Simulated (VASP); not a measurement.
Method: PBE GGA, VASP's PBE PAW potentials (set 64) (plane waves; VASP).

VASP ran on this input.

**POSCAR**
```
LiV
3.5867970
  0.7629428150   0.0000000000   0.0000000000
  0.0000000000   0.7629428150   0.0000000000
  0.0000000000   0.0000000000   1.0000000000
Li V
1 1
Cart
  0.3742135325   0.3794541867   0.5046310000
  0.0072578750   0.0020172208  -0.0046310000
```

**INCAR**
```
ISPIN = 2
GGA = PE   ! PBE
ISIF = 2   ! forces and stress, cell fixed
ISMEAR = 0
PREC = Accurate
ALGO = Normal   ! blocked Davidson
ENCUT = 400
LWAVE = F
NELM = 100
SYSTEM = LiV
LORBIT = 11
MAGMOM = 0.0 2.0
LASPH = T   ! aspherical one-centre terms
LREAL = F   ! projection in real space or not
LMAXMIX = 4   ! l cut-off of mixed one-centre charges
SIGMA = 0.05
LCHARG = F
EDIFF = 1E-6   ! SCF stop (eV)
```

File KPOINTS:
```
Regular mesh
0
gamma
  11 11 9
0 0 0
```

POTCAR, in this order: Li_sv V_sv (PBE.64 set). Program: vasp_std.

At this cut-off the stress carries a Pulay error, which pulls relaxed volumes low.

Predict the energy per atom (σ→0), cell moment, pressure, largest force, band gap (on the k-mesh).

```
Property                                                     Value
------------------------  ----------------------------------------
energy per atom (σ→0)                               -4.693 eV/atom
cell moment                                                0.62 μB
band gap (on the k-mesh)  none (metal, semimetal or under 0.01 eV)
pressure                                                 -4.71 GPa
largest force                                           0.285 eV/Å
```

File OSZICAR:
```
...
DAV:   8    -0.938967681819E+01    0.13381E-01   -0.75442E-02 32070   0.270E+00    0.665E-01
DAV:   9    -0.938693559018E+01    0.27412E-02   -0.11246E-02 34349   0.120E+00    0.195E-01
DAV:  10    -0.938759228803E+01   -0.65670E-03   -0.18500E-03 33388   0.456E-01    0.110E-01
DAV:  11    -0.938765700819E+01   -0.64720E-04   -0.15526E-04 34422   0.153E-01    0.638E-02
DAV:  12    -0.938767795462E+01   -0.20946E-04   -0.16880E-05 31872   0.470E-02    0.177E-02
DAV:  13    -0.938768186361E+01   -0.39090E-05   -0.83730E-06 32832   0.344E-02    0.726E-03
DAV:  14    -0.938768117684E+01    0.68676E-06   -0.23022E-06 30281   0.175E-02
   1 F= -.93876812E+01 E0= -.93861779E+01  d E =-.300649E-02  mag=     0.6160
```

The structure was generated: LiV was put into an ordered model structure, which need not be its known phase. The cell was not relaxed at this level, atoms are displaced from their ideal sites.
